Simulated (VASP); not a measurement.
A convergence study with VASP on TaC (rock salt): one setting is varied, all else stays as given below, so the limit is that of these other settings. Each run relaxes cell and ions from the cell shown. The basis is that of the starting cell, so low cut-offs carry a Pulay error.

```
CELL_PARAMETERS angstrom
      0.00000     2.23000     2.23000
      2.23000     0.00000     2.23000
      2.23000     2.23000     0.00000
ATOMIC_POSITIONS crystal
  Ta 0.00000 0.00000 0.00000
  C  0.50000 0.50000 0.50000
```

All values below come from PBE GGA, VASP's PBE PAW potentials (set 64) (plane waves; VASP). The tightest run used: 800 eV cut-off, 12×12×12 Γ-centred mesh, first-order Methfessel-Paxton smearing of 0.10 eV, potentials Ta_pv C.

**Question.** The settings run are ENCUT = 250; ENCUT = 300; ENCUT = 350; ENCUT = 400; ENCUT = 450; ENCUT = 500; ENCUT = 550; ENCUT = 600; ENCUT = 650; ENCUT = 700; ENCUT = 750; ENCUT = 800. From which on does the relaxed volume stay within 0.05 Å³/atom of the tightest run?

**Answer.** From ENCUT = 400 on: it is off by 0.036 there and by no more than 0.05 in any finer run, while ENCUT = 350 is off by 0.114.
```tsv
setting	relaxed volume (Å³/atom)	E (eV/atom)	plane waves	difference judged (Å³/atom)
ENCUT = 250	10.769	-11.1200	210	0.461
ENCUT = 300	10.982	-11.1037	274	0.247
ENCUT = 350	11.115	-11.0992	343	0.114
ENCUT = 400	11.193	-11.1010	419	0.036
ENCUT = 450	11.224	-11.1000	531	0.005
ENCUT = 500	11.231	-11.0991	588	0.002
ENCUT = 550	11.231	-11.0992	661	0.002
ENCUT = 600	11.229	-11.0998	754	0.001
ENCUT = 650	11.228	-11.1004	869	0.002
ENCUT = 700	11.227	-11.1010	950	0.002
ENCUT = 750	11.228	-11.1014	1056	0.001
ENCUT = 800	11.229	-11.1018	1159	0.000
```

Left out are rungs that failed or repeat a setting and relaxations that didn't move; long series are thinned to 24 rows.

The compound is TaC in the rock salt structure. The electron count is odd and the run is not spin-polarised, which forces a metal.
